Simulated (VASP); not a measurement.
BAs (zinc blende): the bulk modulus from VASP (plane waves, PAW) at several levels of theory. Static lattice, third-order Birch-Murnaghan fit over five volumes.  The measured value holds thermal and zero-point effects that the static calculation lacks.

```tsv
level	bulk modulus (GPa)	error against measurement
LDA	147	+3.8 %
PBE	132	-7.1 %
PBEsol	141	-0.9 %
RPBE	125	-11.9 %
AM05	140	-1.5 %
PBE-D3(BJ)	140	-1.7 %
PBE-D4	140	-1.1 %
optB88-vdW	130	-8.5 %
rev-vdW-DF2	134	-5.6 %
revTPSS	137	-3.2 %
SCAN	145	+2.4 %
r2SCAN	142	+0.1 %
r2SCAN+rVV10	144	+1.7 %
HSE06	147	+3.5 %
HSEsol	152	+7.2 %
PBE0	148	+4.3 %
```

Measured: 142 GPa (as given by PMC11618452 (zinc blende boron arsenide), quoting Tian et al.).

The cell of the LDA run:

```yaml
crystal:
  lattice:
    - [0.00000, 2.37138, 2.37138]
    - [2.37138, 0.00000, 2.37138]
    - [2.37138, 2.37138, 0.00000]
  atoms:
    - { symbol: B, position: [0.00000, 0.00000, 0.00000] }
    - { symbol: As, position: [0.25000, 0.25000, 0.25000] }
```

Only levels that ran to the end are used. Left out are those held back, those with too coarse a band path, GW runs whose mesh misses a band edge, hybrids' fits of cells that aren't cubic and levels without matching references; a question may draw on a part of the rest.

The compound is BAs in the zinc blende structure.
